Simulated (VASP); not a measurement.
Input:

```
Ba
1.0
   -2.48087     2.48087     2.48087
    2.48087    -2.48087     2.48087
    2.48087     2.48087    -2.48087
Ba
1
Direct
  0.00000   0.00000   0.00000
```

These are PBE GGA with D4 dispersion, VASP's PBE PAW potentials (set 64) (plane waves; VASP) values and carry that method's errors. Settings: 520 eV cut-off, 12×12×12 Γ-centred mesh, tetrahedra with Blöchl corrections, potentials Ba_sv.

Unless said otherwise, spin-orbit coupling is left out, though it shifts the bands of the heavy elements here.

Problem. Predict the energy per atom (σ→0), band gap (on the k-mesh) with the smallest direct gap where there is one.

Solution. 
```yaml
band gap (on the k-mesh): none (metal, semimetal or under 0.01 eV)
energy per atom (σ→0): -2.069 eV/atom
```

Total energies compare only between runs with the same potentials, cut-off and functional.

The compound is Ba in the bcc structure. It was relaxed first.
